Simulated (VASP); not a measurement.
Output of a VASP run:

OSZICAR:
```
       N       E                     dE             d eps       ncg     rms          rms(c)
DAV:   1     0.804862098112E+02    0.80486E+02   -0.83554E+03 14632   0.160E+03
DAV:   2    -0.139447204461E+02   -0.94431E+02   -0.87421E+02 14456   0.258E+02
DAV:   3    -0.161365814702E+02   -0.21919E+01   -0.21343E+01 17123   0.556E+01
DAV:   4    -0.161703392147E+02   -0.33758E-01   -0.33746E-01 20877   0.528E+00
DAV:   5    -0.161706073541E+02   -0.26814E-03   -0.26811E-03 17689   0.450E-01    0.152E+01
DAV:   6    -0.144413039672E+02    0.17293E+01   -0.12950E+01 15471   0.740E+01    0.697E+00
DAV:   7    -0.140914793634E+02    0.34982E+00   -0.17253E+00 16339   0.261E+01    0.388E+00
DAV:   8    -0.140736333923E+02    0.17846E-01   -0.20293E-02 19660   0.167E+00    0.195E+00
DAV:   9    -0.140586775064E+02    0.14956E-01   -0.49033E-03 21597   0.125E+00    0.604E-01
DAV:  10    -0.140584814019E+02    0.19610E-03   -0.21257E-03 19865   0.685E-01    0.668E-02
DAV:  11    -0.140584596478E+02    0.21754E-04   -0.67810E-05 17585   0.992E-02    0.267E-02
DAV:  12    -0.140584583369E+02    0.13108E-05   -0.37267E-06 18241   0.228E-02    0.149E-02
DAV:  13    -0.140584408930E+02    0.17444E-04   -0.23332E-06 19717   0.239E-02    0.957E-03
DAV:  14    -0.140584478441E+02   -0.69510E-05   -0.41990E-07 16752   0.778E-03    0.196E-03
DAV:  15    -0.140584504476E+02   -0.26036E-05   -0.31919E-08  8187   0.329E-03    0.147E-03
DAV:  16    -0.140584497864E+02    0.66120E-06   -0.71118E-09  7956   0.154E-03    0.551E-04
DAV:  17    -0.140584492734E+02    0.51301E-06   -0.16801E-09  7774   0.531E-04    0.647E-05
DAV:  18    -0.140584492229E+02    0.50546E-07   -0.53870E-10  7683   0.263E-04
   1 F= -.14920150E+02 E0= -.14920150E+02  d E =0.000000E+00  mag=     3.1377
```

File OUTCAR:
```
------------------------ aborting loop because EDIFF is reached ----------------------------------------
 Edisp (eV)   -0.86170
  FORCE on cell =-STRESS in cart. coord.  units (eV):
  Direction    XX          YY          ZZ          XY          YZ          ZX
  --------------------------------------------------------------------------------------
  Total      -0.04353    -0.04353    -0.05923    -0.00000     0.00000     0.00000
  in kB      -3.31821    -3.31821    -4.51456    -0.00000     0.00000     0.00000
  external pressure =       -3.72 kB  Pullay stress =        0.00 kB
  volume of cell :       21.02
      direct lattice vectors                 reciprocal lattice vectors
     1.233943131 -2.137252421  0.000000000     0.405205060 -0.233945226  0.000000000
     1.233943131  2.137252421  0.000000000     0.405205060  0.233945226  0.000000000
     0.000000000  0.000000000  3.985009969     0.000000000  0.000000000  0.250940401
 POSITION                                       TOTAL-FORCE (eV/Angst)
 -----------------------------------------------------------------------------------
      1.23394      0.71242      0.99625         0.000000      0.000000      0.000000
      1.23394     -0.71242      2.98876        -0.000000     -0.000000      0.000000
 -----------------------------------------------------------------------------------
    total drift:                                0.000000     -0.000003     -0.000029
  FREE ENERGIE OF THE ION-ELECTRON SYSTEM (eV)
  ---------------------------------------------------
  free  energy   TOTEN  =       -14.9201498668 eV

  energy  without entropy=      -14.9201498668  energy(sigma->0) =      -14.92014987

 total charge

# of ion       s       p       d       tot
------------------------------------------
    1        0.502   0.549   7.287   8.337
    2        0.502   0.549   7.287   8.337
--------------------------------------------------
tot          1.003   1.098  14.573  16.675

 magnetization (x)

# of ion       s       p       d       tot
------------------------------------------
    1       -0.016  -0.057   1.656   1.584
    2       -0.016  -0.057   1.656   1.584
--------------------------------------------------
tot         -0.032  -0.114   3.313   3.167
```
(Selected blocks of OUTCAR.)

POSCAR:
```
Co
1
    1.2339431308    -2.1372524207     0.0000000000
    1.2339431308     2.1372524207     0.0000000000
    0.0000000000     0.0000000000     3.9850099691
Co
2
Direct
  0.3333330000   0.6666670000   0.2500000000
  0.6666670000   0.3333330000   0.7500000000
```

Question: Reconstruct the remaining input files.

Answer: Several could match; the one computed here: the input of the run itself, PBE GGA with D3 dispersion (Becke-Johnson damping), plane waves, VASP's PBE PAW potentials (set 64).

### INCAR
```
SYSTEM = Co
PREC = Accurate
ENCUT = 520
EDIFF = 1E-7
NELM = 100
ALGO = Normal
LREAL = .FALSE.
LASPH = .TRUE.
ISMEAR = -5
GGA = PE
IVDW = 12
LMAXMIX = 4
ISPIN = 2
MAGMOM = 1.6 1.6
LORBIT = 11
LWAVE = .FALSE.
LCHARG = .TRUE.
NEDOS = 601
ISIF = 2
```

### KPOINTS
```
Automatic
0
gamma
  19 19 10
0 0 0
```

POTCAR, in this order: Co (PBE.64 set). Program: vasp_std.

For a metal the tetrahedron method with Blöchl corrections gives inexact stress and forces.

The compound is Co in the hcp structure. It was relaxed first, which changed the volume by -5 %.
